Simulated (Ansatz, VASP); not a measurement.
# Sb (Antimony): VASP beside Ansatz, part 2 of 2

Wanted: the spread between two codes on one cell, functional and k mesh. The structure shown comes from an earlier Ansatz run, which isn't shown and may have moved the atoms alone.

VASP 6.6.1 and Ansatz 0.2.0.

So far: Starting point; Ansatz: elastic constants, LDA.

## Step 3: VASP: elastic constants, LDA

Level of this step: LDA; plane waves and PAW (Sb) (VASP).

The same cell, functional (in two slightly different forms), mesh and smearing now go to VASP, with its own data sets.

Lines of VASP's logs that name or quote its potential files are left out, and so is its time.

Contents of INCAR:

```
SYSTEM = Sb
PREC = Accurate
ENCUT = 500
EDIFF = 1E-08
NELM = 120
ISMEAR = 0
SIGMA = 0.05
LREAL = .FALSE.
ALGO = Normal
GGA = CA
NBANDS = 11
LORBIT = 11
LWAVE = .FALSE.
LCHARG = .FALSE.
ISIF = 3
IBRION = 6
NFREE = 2
POTIM = 0.015
NSW = 1
LASPH = .TRUE.
GGA_COMPAT = .FALSE.
KPAR = 2
```

Contents of POSCAR:

```
Sb
1.0
    2.1468454834      1.2394818178      3.6557378046
   -2.1468454834      1.2394818178      3.6557378046
    0.0000000000     -2.4789636355      3.6557378046
Sb
2
Direct
    0.2358677408      0.2358677408      0.2358677408
    0.7641322592      0.7641322592      0.7641322592
```

Contents of KPOINTS:

```
Automatic mesh
0
Gamma
12 12 12
0 0 0
```

Potentials, in the order of the species: Sb (LDA family, release 64).

Started as:

```bash
mpirun -np 2 vasp_std
```

Numbers of over 12 decimals in the logs are rounded to 6 here.

What it wrote:

```text
[banner, memory and clock lines left out]
running    2 mpi-ranks, on    1 nodes
 distrk:  each k-point on    1 cores,    2 groups
 distr:  one band on    1 cores,    1 groups

 POSCAR found type information on POSCAR Sb
 POSCAR found :  1 types and       2 ions
 LDA part: xc-table for (Slater(with rela. corr.)+CA(PZ))
 , standard interpolation
 POSCAR, INCAR and KPOINTS ok, starting setup
 FFT: planning ... GRIDC
 FFT: planning ... GRID_SOFT
 FFT: planning ... GRID
 WAVECAR not read
 entering main loop
       N       E                     dE             d eps       ncg     rms          rms(c)
DAV:   1     0.372655520524E+02    0.37266E+02   -0.35054E+03  4158   0.696E+02
DAV:   2    -0.768882074682E+01   -0.44954E+02   -0.43765E+02  5780   0.115E+02
DAV:   3    -0.963597377957E+01   -0.19472E+01   -0.19325E+01  4997   0.276E+01
DAV:   4    -0.965324875257E+01   -0.17275E-01   -0.17273E-01  4682   0.315E+00
DAV:   5    -0.965345857268E+01   -0.20982E-03   -0.20982E-03  4853   0.381E-01    0.324E+00
DAV:   6    -0.963745626210E+01    0.16002E-01   -0.35699E-03  4659   0.323E-01    0.193E+00
DAV:   7    -0.962849247966E+01    0.89638E-02   -0.76546E-03  4548   0.468E-01    0.550E-02
DAV:   8    -0.962850238893E+01   -0.99093E-05   -0.21303E-04  4656   0.105E-01    0.179E-02
DAV:   9    -0.962850618934E+01   -0.38004E-05   -0.14780E-05  4779   0.237E-02    0.645E-03
DAV:  10    -0.962850582541E+01    0.36393E-06   -0.17062E-06  4677   0.724E-03    0.969E-04
DAV:  11    -0.962850585868E+01   -0.33262E-07   -0.15742E-07  4755   0.243E-03    0.358E-04
DAV:  12    -0.962850585943E+01   -0.75693E-09   -0.98229E-09  2802   0.550E-04
   1 F= -.96285059E+01 E0= -.96284330E+01  d E =-.145734E-03
[... from here on, the cycles between the ionic steps are left out ...]
   2 F= -.96255634E+01 E0= -.96254996E+01  d E =-.127582E-03
   3 F= -.96216853E+01 E0= -.96216371E+01  d E =-.964985E-04
   4 F= -.96255898E+01 E0= -.96255313E+01  d E =-.116968E-03
   7 F= -.96237991E+01 E0= -.96236611E+01  d E =-.276104E-03
   8 F= -.96268689E+01 E0= -.96268191E+01  d E =-.995976E-04
   9 F= -.96268689E+01 E0= -.96268191E+01  d E =-.996004E-04
  10 F= -.96258278E+01 E0= -.96257661E+01  d E =-.123346E-03
  11 F= -.96258116E+01 E0= -.96257470E+01  d E =-.129306E-03
  12 F= -.96258153E+01 E0= -.96257525E+01  d E =-.125578E-03
  13 F= -.96258153E+01 E0= -.96257525E+01  d E =-.125577E-03
  14 F= -.96282908E+01 E0= -.96282332E+01  d E =-.115045E-03
  15 F= -.96282908E+01 E0= -.96282332E+01  d E =-.115044E-03
  16 F= -.96289315E+01 E0= -.96288498E+01  d E =-.163338E-03
 Finite differences progress:
  Degree of freedom:   8/  8
  Displacement:        1/  2
  Total:              15/ 16
 bond charge predicted
       N       E                     dE             d eps       ncg     rms          rms(c)
DAV:   1    -0.962656092077E+01    0.23706E-02   -0.24776E-01  4221   0.284E+00    0.110E-01
DAV:   2    -0.962703062110E+01   -0.46970E-03   -0.60310E-03  4726   0.582E-01    0.357E-02
DAV:   3    -0.962700910526E+01    0.21516E-04   -0.98794E-05  4781   0.742E-02    0.162E-02
DAV:   4    -0.962700583935E+01    0.32659E-05   -0.11590E-05  4739   0.186E-02    0.498E-03
DAV:   5    -0.962700574203E+01    0.97318E-07   -0.85180E-07  4665   0.589E-03    0.794E-04
DAV:   6    -0.962700574284E+01   -0.80826E-09   -0.45999E-08  4749   0.139E-03
  17 F= -.96270057E+01 E0= -.96269399E+01  d E =-.131735E-03
 Finite differences progress:
  Degree of freedom:   8/  8
  Displacement:        2/  2
  Total:              16/ 16
```

Parts of OUTCAR (step 3):

```text
ion  position               nearest neighbor table
   1  0.236  0.236  0.236-   2 2.91   2 2.91   2 2.91   2 3.27   2 3.27   2 3.27
   2  0.764  0.764  0.764-   1 2.91   1 2.91   1 2.91   1 3.27   1 3.27   1 3.27

  LATTYP: Found a trigonal (rhomboedric) cell.
 ALAT       =     4.4169762963
 COS(alpha) =     0.5275221712

 Subroutine GETGRP returns: Found 12 space group operations
 (whereof 12 operations were pure point group operations)

The static configuration has the point symmetry D_3d.

 Found    189 irreducible k-points:

   k-points           NKPTS =    189   k-points in BZ     NKDIM =    189   number of bands    NBANDS=     11

   dimension x,y,z NGX =    32 NGY =   32 NGZ =   32
   dimension x,y,z NGXF=    64 NGYF=   64 NGZF=   64

   ENCUT  =  500.0 eV  36.75 Ry    6.06 a.u.   8.05  8.05  8.05*2*pi/ulx,y,z

   NELECT =      10.0000    total number of electrons

 k-points in reciprocal lattice and weights: Automatic mesh
   0.00000000  0.00000000  0.00000000       0.001
   0.08333333  0.00000000  0.00000000       0.003
   0.16666667 -0.00000000  0.00000000       0.003
   0.25000000  0.00000000  0.00000000       0.003
   0.33333333  0.00000000  0.00000000       0.003
   0.41666667  0.00000000  0.00000000       0.003
   0.50000000  0.00000000  0.00000000       0.002
   0.08333333  0.08333333  0.00000000       0.003
   0.16666667  0.08333333  0.00000000       0.007
[...]
-0.41666667  0.50000000  0.41666667       0.003
   0.50000000  0.50000000  0.50000000       0.001

 average (electrostatic) potential at core
       1 -86.3607       2 -86.3607

 E-fermi :   7.4817

 k-point     1 :       0.0000    0.0000    0.0000
  band No.  band energies     occupation
      1      -5.3957      2.00000
      2       2.8776      2.00000
      3       5.5621      2.00000
      4       5.6655      2.00000
      5       5.6655      2.00000
      6       9.8034      0.00000
      7      10.3558      0.00000
      8      10.3558      0.00000
      9      12.4945      0.00000
     10      12.4945      0.00000
    ...

 k-point     2 :       0.0833    0.0000    0.0000
  band No.  band energies     occupation
      1      -5.3172      2.00000
      2       2.4743      2.00000
      3       5.5793      2.00000
      4       5.6550      2.00000
      5       5.8719      2.00000
      6       9.7275      0.00000
      7      10.1390      0.00000
      8      10.1409      0.00000
      9      12.1922      0.00000
     10      12.5120      0.00000
    ...

 k-point     3 :       0.1667   -0.0000    0.0000
  band No.  band energies     occupation
      1      -5.0824      2.00000
      2       1.5678      2.00000
      3       5.5936      2.00000
      4       5.6339      2.00000
      5       6.2588      2.00000
      6       9.3890      0.00000
      7       9.5982      0.00000
      8       9.6195      0.00000
      9      12.0337      0.00000
     10      12.6382      0.00000
    ...

  Total        0.1808634      0.1808634      0.1770128      0.0000000      0.0000000      0.0000000
  in kB        4.9647119      4.9647119      4.8590113      0.0000000      0.0000000      0.0000000
  external PRESSURE =       4.9294783 kB  Pullay stress =       0.0000000 kB

  energy-cutoff  :      500.00
  volume of cell :       58.37
      direct lattice vectors                 reciprocal lattice vectors
     2.146845483  1.239481818  3.655737805     0.232899854  0.134464793  0.091180864
    -2.146845483  1.239481818  3.655737805    -0.232899854  0.134464793  0.091180864
     0.000000000 -2.478963635  3.655737805     0.000000000 -0.268929587  0.091180864

 POSITION                                       TOTAL-FORCE (eV/Angst)
 -----------------------------------------------------------------------------------
      0.00000      0.00000      2.57181         0.000000      0.000000      0.136704
      0.00000      0.00000      8.38040         0.000000     -0.000000     -0.136704
 -----------------------------------------------------------------------------------
    total drift:                               -0.000000      0.000000      0.000128

  FREE ENERGIE OF THE ION-ELECTRON SYSTEM (eV)
  ---------------------------------------------------
  free  energy   TOTEN  =        -9.6270057428 eV

  energy  without entropy=       -9.6268740083  energy(sigma->0) =       -9.62693988

  SYMMETRIZED ELASTIC MODULI (kBar)
 Direction    XX          YY          ZZ          XY          YZ          ZX
 --------------------------------------------------------------------------------
 XX        1199.7594    373.6417    444.6899      0.0000   -296.6658      0.0000
 YY         373.6417   1199.7594    444.6899      0.0000    296.6658     -0.0000
 ZZ         444.6899    444.6899    826.2153     -0.0000      0.0000      0.0000
 XY           0.0000     -0.0000      0.0000    413.0588      0.0000   -296.6658
 YZ        -296.6658    296.6658      0.0000      0.0000    656.5329      0.0000
 ZX           0.0000     -0.0000      0.0000   -296.6658      0.0000    656.5329
 --------------------------------------------------------------------------------

 Eigenvectors and eigenvalues of the dynamical matrix
 ----------------------------------------------------

   1 f  =    4.377699 THz    27.505894 2PiTHz  146.024322 cm-1    18.104700 meV
             X         Y         Z           dx          dy          dz
      0.000000  0.000000  2.586812     0.000000    0.000000    0.707107
      0.000000  0.000000  8.380402    -0.000000   -0.000000   -0.707107

   2 f  =    2.796776 THz    17.572662 2PiTHz   93.290407 cm-1    11.566531 meV
             X         Y         Z           dx          dy          dz
      0.000000  0.000000  2.586812    -0.000004   -0.707107    0.000000
      0.000000  0.000000  8.380402     0.000004    0.707107   -0.000000

   3 f  =    2.796776 THz    17.572662 2PiTHz   93.290407 cm-1    11.566531 meV
             X         Y         Z           dx          dy          dz
      0.000000  0.000000  2.586812     0.707107   -0.000004    0.000000
      0.000000  0.000000  8.380402    -0.707107    0.000004   -0.000000

   4 f/i=    0.000000 THz     0.000000 2PiTHz    0.000000 cm-1     0.000000 meV
             X         Y         Z           dx          dy          dz
      0.000000  0.000000  2.586812    -0.622399    0.325511    0.081623
      0.000000  0.000000  8.380402    -0.622399    0.325511    0.081623

   5 f/i=    0.000000 THz     0.000000 2PiTHz    0.000001 cm-1     0.000000 meV
             X         Y         Z           dx          dy          dz
      0.000000  0.000000  2.586812     0.335320    0.596343    0.178705
      0.000000  0.000000  8.380402     0.335320    0.596343    0.178705

   6 f/i=    0.000000 THz     0.000000 2PiTHz    0.000002 cm-1     0.000000 meV
             X         Y         Z           dx          dy          dz
      0.000000  0.000000  2.586812    -0.013428   -0.196004    0.679266
      0.000000  0.000000  8.380402    -0.013428   -0.196004    0.679266

 ELASTIC MODULI CONTR FROM IONIC RELAXATION (kBar)
 Direction    XX          YY          ZZ          XY          YZ          ZX
 --------------------------------------------------------------------------------
 XX         -87.4201    -84.9860   -137.6752      0.0000     15.2797     -0.0000
 YY         -84.9860    -87.4201   -137.6752     -0.0000    -15.2797      0.0000
 ZZ        -137.6752   -137.6752   -219.8817      0.0000     -0.0000     -0.0000
 XY           0.0000     -0.0000      0.0000     -1.2170     -0.0000     15.2797
 YZ          15.2797    -15.2797     -0.0000     -0.0000   -191.8350      0.0000
 ZX          -0.0000      0.0000     -0.0000     15.2797      0.0000   -191.8350
 --------------------------------------------------------------------------------

 TOTAL ELASTIC MODULI (kBar)
 Direction    XX          YY          ZZ          XY          YZ          ZX
 --------------------------------------------------------------------------------
 XX        1112.3394    288.6557    307.0146      0.0000   -281.3861     -0.0000
 YY         288.6557   1112.3394    307.0146     -0.0000    281.3861      0.0000
 ZZ         307.0146    307.0146    606.3336     -0.0000      0.0000     -0.0000
 XY           0.0000     -0.0000      0.0000    411.8418     -0.0000   -281.3861
 YZ        -281.3861    281.3861      0.0000     -0.0000    464.6979      0.0000
 ZX          -0.0000      0.0000      0.0000   -281.3861      0.0000    464.6979
 --------------------------------------------------------------------------------

 total charge
# of ion       s       p       d       tot
------------------------------------------
    1        1.222   1.170   0.041   2.433
    2        1.222   1.170   0.041   2.433
--------------------------------------------------
tot          2.444   2.341   0.082   4.866

[... 3 further parts left out ...]
```

CONTCAR:

```
Sb
   1.00000000000000
     2.1468454833999999    1.2394818178000000    3.6557378046000002
    -2.1468454833999999    1.2394818178000000    3.6557378046000002
     0.0000000000000000   -2.4789636355000000    3.6557378046000002
  Sb
     2
Direct
     0.2345000278328312    0.2345000278328312    0.2345000278327761
     0.7641322591999966    0.7641322591999966    0.7641322591999966
```

The last energy, forces, stress and levels in OUTCAR belong to the last displaced cell, not to the cell of POSCAR.

Levels, forces or a CONTCAR printed for this step are those of its last displaced cell, not of the structure at rest.

## Step 4: Side by side

Known differences besides the potentials themselves: the two LDA forms differ slightly; the data sets hold 30 valence electrons in Ansatz (on its default PAW (the set named soft_2) files) and 10 in VASP; the cutoff is 420 eV in Ansatz and 500 eV in VASP; VASP's log shows a relativistic correction to its local exchange, Ansatz's none; VASP takes each elastic constant from one size of strain, Ansatz from those that its log lists. Total energies have different zeros and are not compared.

Both answers:

```csv
quantity,Ansatz,VASP,difference
C11 (GPa),107.5,111.2,-3.39 %
C22 (GPa),107.5,111.2,-3.39 %
C33 (GPa),61.1,60.6,+0.71 %
C12 (GPa),31.2,28.9,+7.98 %
C13 (GPa),29.6,30.7,-3.64 %
C23 (GPa),29.6,30.7,-3.64 %
C44 (GPa),45.2,46.5,-2.67 %
C55 (GPa),45.2,46.5,-2.67 %
C66 (GPa),38.1,41.2,-7.37 %
```

## Step 5: What came out

```yaml
difference_in_c12_elastic_constants_lda: 8.0 %
```

The difference in C12 is 8.0 % (elastic constants, LDA), beyond the 5 % picked in this series as the mark of a large difference. The data sets hold unlike numbers of valence electrons (30 in Ansatz and 10 in VASP), so part of the differences comes from the potentials. Such differences can come from data sets, numerical settings and the points named under the comparisons, not from the functional's error against experiment.

[Lines on the potential files, build, host, timing and source positions are cut from VASP's logs without a mark.]

[Logs are printed without paths, hosts, clocks, repeated set-up lines and the standing remarks that a program may print on its own settings, such as how far it seeks lower states.]

[Hosts, paths, dates, database ids (printed as entryN), source tags and the programs' standing remarks are cut or masked in the printed files.]
